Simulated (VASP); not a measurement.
Method: PBE GGA, VASP's PBE PAW potentials (set 64) (plane waves; VASP).

The input files of a VASP run:

INCAR:
```
# general
SYSTEM =Lu
PREC   =Accurate
ENCUT  =480
LREAL  =.FALSE.
LASPH  =.TRUE.

# electronic loop
EDIFF  =1E-7
NELM   =100
ALGO   =Normal
LMAXMIX=6

# smearing
ISMEAR =1
SIGMA  =0.1

# functional
GGA    =PE

# ions
ISIF   =2

# output
LWAVE  =.FALSE.
LCHARG =.FALSE.
```

### POSCAR
```
Lu
1
    1.8269397387    -3.1643525410     0.0000000000
    1.8269397387     3.1643525410     0.0000000000
    0.0000000000     0.0000000000     5.7038006360
Lu
2
Direct
  0.3333330000   0.6666670000   0.2500000000
  0.6666670000   0.3333330000   0.7500000000
```

File KPOINTS:
```
Automatic mesh
0
Gamma
12 12 6
0 0 0
```

POTCAR, in this order: Lu_3 (PBE.64 set). Program: vasp_std.

The run wrote:

### OUTCAR
```
 ion  position               nearest neighbor table
   1  0.333  0.667  0.250-   2 3.55   2 3.55   2 3.55   2 3.55   2 3.55   2 3.55
   2  0.667  0.333  0.750-   1 3.55   1 3.55   1 3.55   1 3.55   1 3.55   1 3.55
  LATTYP: Found a hexagonal cell.
 ALAT       =     3.6538795564
 C/A-ratio  =     1.5610259036
 Subroutine PRICEL returns:
 Original cell was already a primitive cell.
 Subroutine GETGRP returns: Found 24 space group operations
The static configuration has the point symmetry D_3d.
 The point group associated with its full space group is D_6h.
The dynamic configuration has the point symmetry D_3d.
 Subroutine INISYM returns: Found 24 space group operations
 Subroutine IBZKPT returns following result:
 Found     76 irreducible k-points:

 Following reciprocal coordinates:
            Coordinates               Weight
  0.000000  0.000000  0.000000      1.000000
  0.083333  0.000000  0.000000      6.000000
  0.166667  0.000000  0.000000      6.000000
  0.250000  0.000000  0.000000      6.000000
  0.333333 -0.000000  0.000000      6.000000
  0.416667  0.000000  0.000000      6.000000
  0.500000  0.000000  0.000000      3.000000
  0.083333  0.083333  0.000000      6.000000
  0.166667  0.083333  0.000000     12.000000
  0.250000  0.083333  0.000000     12.000000
  0.333333  0.083333  0.000000     12.000000
  0.416667  0.083333  0.000000     12.000000
  0.166667  0.166667  0.000000      6.000000
  0.250000  0.166667  0.000000     12.000000
  0.333333  0.166667  0.000000     12.000000
  0.416667  0.166667  0.000000      6.000000
  0.250000  0.250000  0.000000      6.000000
  0.333333  0.250000  0.000000     12.000000
  0.333333  0.333333  0.000000      2.000000
  0.000000  0.000000  0.166667      2.000000
  0.083333  0.000000  0.166667     12.000000
  0.166667  0.000000  0.166667     12.000000
...
```

OSZICAR:
```
       N       E                     dE             d eps       ncg     rms          rms(c)
DAV:   1     0.420137225008E+02    0.42014E+02   -0.84405E+03  3480   0.139E+03
DAV:   2    -0.645963563594E+01   -0.48473E+02   -0.47330E+02  3396   0.669E+02
DAV:   3    -0.868179148428E+01   -0.22222E+01   -0.21079E+01  3510   0.600E+01
DAV:   4    -0.882540505784E+01   -0.14361E+00   -0.10967E+00  3762   0.113E+01
DAV:   5    -0.883413609373E+01   -0.87310E-02   -0.85639E-02  3447   0.192E+00    0.231E+01
DAV:   6    -0.880104682182E+01    0.33089E-01   -0.50620E-02  3342   0.456E+00    0.137E+01
DAV:   7    -0.879804228909E+01    0.30045E-02   -0.93088E-02  3276   0.613E+00    0.358E-01
DAV:   8    -0.879789991004E+01    0.14238E-03   -0.67670E-03  3324   0.133E+00    0.912E-02
DAV:   9    -0.879792114269E+01   -0.21233E-04   -0.24780E-04  3499   0.228E-01    0.358E-02
DAV:  10    -0.879791517048E+01    0.59722E-05   -0.29722E-05  3395   0.926E-02    0.430E-02
DAV:  11    -0.879791590059E+01   -0.73012E-06   -0.23865E-06  3314   0.217E-02    0.225E-03
DAV:  12    -0.879791607273E+01   -0.17214E-06   -0.90542E-08  2069   0.762E-03    0.103E-03
DAV:  13    -0.879791605924E+01    0.13492E-07   -0.26122E-08  1838   0.892E-03
   1 F= -.87979161E+01 E0= -.87976159E+01  d E =-.900590E-03
```

### OUTCAR
```
------------------------ aborting loop because EDIFF is reached ----------------------------------------
  FORCE on cell =-STRESS in cart. coord.  units (eV):
  Direction    XX          YY          ZZ          XY          YZ          ZX
  --------------------------------------------------------------------------------------
  Total       -1.8535113     -1.8535114     -1.8183610      0.0000000      0.0000000      0.0000000
  in kB      -45.0300478    -45.0300504    -44.1760894      0.0000000      0.0000000      0.0000000
  external PRESSURE =     -44.7453959 kB  Pullay stress =       0.0000000 kB
  volume of cell :       65.95
      direct lattice vectors                 reciprocal lattice vectors
     1.826939739 -3.164352541  0.000000000     0.273681715 -0.158010207  0.000000000
     1.826939739  3.164352541  0.000000000     0.273681715  0.158010207  0.000000000
     0.000000000  0.000000000  5.703800636     0.000000000  0.000000000  0.175321696
 POSITION                                       TOTAL-FORCE (eV/Angst)
 -----------------------------------------------------------------------------------
      1.82694      1.05479      1.42595         0.000000      0.000000      0.000000
      1.82694     -1.05479      4.27785        -0.000000     -0.000000      0.000000
 -----------------------------------------------------------------------------------
    total drift:                               -0.000003      0.000077     -0.000011
  FREE ENERGIE OF THE ION-ELECTRON SYSTEM (eV)
  ---------------------------------------------------
  free  energy   TOTEN  =        -8.7979160592 eV

  energy  without entropy=       -8.7970154695  energy(sigma->0) =       -8.79761586
```
(Selected blocks of OUTCAR.)

The compound is Lu in the hcp structure. This cell was strained or had an atom moved on purpose.
